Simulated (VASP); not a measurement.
These are PBEsol GGA, VASP's PBE PAW potentials (set 64) (plane waves; VASP 6.6.1) values and carry that method's errors.

VASP input:

### KPOINTS
```
Automatic mesh
0
Gamma
15 15 8
0 0 0
```

### INCAR
```
SYSTEM = Co
PREC = Accurate; ENCUT = 480; LREAL = .False.
LASPH = .True.
EDIFF = 1E-6; NELM = 100; ALGO = Normal
LMAXMIX = 4
ISMEAR = 1; SIGMA = 0.1
GGA = PS
MAGMOM = 1.6 1.6
ISPIN = 2
IBRION = 2; NSW = 60; ISIF = 3
EDIFFG = -0.01
LWAVE = .False.; LCHARG = .False.; LORBIT = 10
```

### POSCAR
```
Co
1.0
  2.4553364563   0.0000000000   0.0000000000
 -1.2276682281   2.1263839670   0.0000000000
  0.0000000000   0.0000000000   3.9603963922
Co
2
Cart
  1.2276694558   0.7087939469   2.9702972941
 -0.0000012276   1.4175900201   0.9900990980
```

POTCAR, in this order: Co (PBE.64 set). Program: vasp_std.

Output

OSZICAR:
```
       N       E                     dE             d eps       ncg     rms          rms(c)
DAV:   1     0.757577733780E+02    0.75758E+02   -0.79016E+03  8276   0.151E+03
DAV:   2    -0.158909239918E+02   -0.91649E+02   -0.84843E+02  8100   0.251E+02
DAV:   3    -0.179841782432E+02   -0.20933E+01   -0.20228E+01  9731   0.536E+01
DAV:   4    -0.180169178588E+02   -0.32740E-01   -0.32732E-01 11667   0.512E+00
DAV:   5    -0.180172749895E+02   -0.35713E-03   -0.35712E-03  9977   0.494E-01    0.165E+01
DAV:   6    -0.159007269478E+02    0.21165E+01   -0.14986E+01  8758   0.799E+01    0.720E+00
DAV:   7    -0.155107994906E+02    0.38993E+00   -0.19735E+00  9220   0.278E+01    0.394E+00
DAV:   8    -0.154906545738E+02    0.20145E-01   -0.21755E-02 11311   0.170E+00    0.197E+00
DAV:   9    -0.154732184616E+02    0.17436E-01   -0.45455E-03 12312   0.114E+00    0.674E-01
DAV:  10    -0.154735401621E+02   -0.32170E-03   -0.92129E-04 11195   0.473E-01    0.275E-01
DAV:  11    -0.154734768686E+02    0.63294E-04   -0.19236E-04 10590   0.222E-01    0.329E-02
DAV:  12    -0.154734711661E+02    0.57025E-05   -0.11215E-05  8966   0.358E-02    0.181E-02
DAV:  13    -0.154734701044E+02    0.10617E-05   -0.17701E-06  5758   0.205E-02    0.116E-02
DAV:  14    -0.154734703550E+02   -0.25060E-06   -0.79858E-07  5275   0.127E-02
   1 F= -.15473470E+02 E0= -.15473850E+02  d E =-.154735E+02  mag=     3.1624
```

### OUTCAR
```
------------------------ aborting loop because EDIFF is reached ----------------------------------------
  FORCE on cell =-STRESS in cart. coord.  units (eV):
  Direction    XX          YY          ZZ          XY          YZ          ZX
  --------------------------------------------------------------------------------------
  Total        0.0039144      0.0039144      0.0012304      0.0000000      0.0000000      0.0000000
  in kB        0.3033102      0.3033102      0.0953377      0.0000000      0.0000000      0.0000000
  external PRESSURE =       0.2339861 kB  Pullay stress =       0.0000000 kB
  volume of cell :       20.68
      direct lattice vectors                 reciprocal lattice vectors
     2.455336456  0.000000000  0.000000000     0.407276159  0.235140975  0.000000000
    -1.227668228  2.126383967  0.000000000     0.000000000  0.470281951  0.000000000
     0.000000000  0.000000000  3.960396392     0.000000000  0.000000000  0.252499978
 POSITION                                       TOTAL-FORCE (eV/Angst)
 -----------------------------------------------------------------------------------
      1.22767      0.70879      2.97030         0.000000     -0.000000      0.000000
     -0.00000      1.41759      0.99010        -0.000000      0.000000      0.000000
 -----------------------------------------------------------------------------------
    total drift:                               -0.000016      0.000009     -0.000039
  FREE ENERGIE OF THE ION-ELECTRON SYSTEM (eV)
  ---------------------------------------------------
  free  energy   TOTEN  =       -15.4734703550 eV

  energy  without entropy=      -15.4746102701  energy(sigma->0) =      -15.47385033

 total charge

# of ion       s       p       d       tot
------------------------------------------
    1        0.510   0.568   7.292   8.370
    2        0.510   0.568   7.292   8.370
--------------------------------------------------
tot          1.020   1.136  14.584  16.740

 magnetization (x)

# of ion       s       p       d       tot
------------------------------------------
    1       -0.015  -0.050   1.652   1.587
    2       -0.015  -0.050   1.652   1.587
--------------------------------------------------
tot         -0.030  -0.101   3.304   3.174

 reached required accuracy - stopping structural energy minimisation
```
(Selected blocks of OUTCAR.)

File OUTCAR:
```
 val. band max:       10.7496431208   @ k =   0.2000   0.2000   0.2500

 cond. band min:      10.7554808496   @ k =   0.2000   0.0667   0.0000


 Fermi energy:        10.7530495748

 spin component 1

 k-point     1 :       0.0000    0.0000    0.0000
  band No.  band energies     occupation
      1       1.5066      1.00000
      2       5.3908      1.00000
      3       8.1180      1.00000
      4       8.1284      1.00000
      5       8.1284      1.00000
      6       8.4724      1.00000
      7       8.4724      1.00000
      8       8.8402      1.00000
      9       8.8402      1.00000
     10      10.0436      1.00000
     11      10.0437      1.00000
     12      10.6336      1.03531
     13      17.5811      0.00000
     14      33.0589      0.00000
     15      36.0754      0.00000

 k-point     2 :       0.0667    0.0000    0.0000
  band No.  band energies     occupation
      1       1.6684      1.00000
      2       5.4902      1.00000
      3       7.9296      1.00000
      4       8.2069      1.00000
      5       8.2927      1.00000
      6       8.4350      1.00000
      7       8.5419      1.00000
      8       8.7463      1.00000
      9       8.7898      1.00000
     10       9.3432      1.00000
     11      10.0658      1.00000
     12      11.5336     -0.00000
     13      17.6049      0.00000
     14      31.9898      0.00000
     15      34.0478      0.00000

 k-point     3 :       0.1333   -0.0000    0.0000
  band No.  band energies     occupation
      1       2.1425      1.00000
      2       5.7567      1.00000
      3       7.6944      1.00000
      4       8.2415      1.00000
      5       8.3000      1.00000
      6       8.4340      1.00000
      7       8.5268      1.00000
      8       8.6573      1.00000
      9       8.7416      1.00000
     10       8.8912      1.00000
     11      10.1184      1.00000
     12      12.8120      0.00000
     13      17.6852      0.00000
...
```

The compound is Co in the hcp structure. It was relaxed first, which changed the volume by -7 %. The start is the result of an earlier pass.
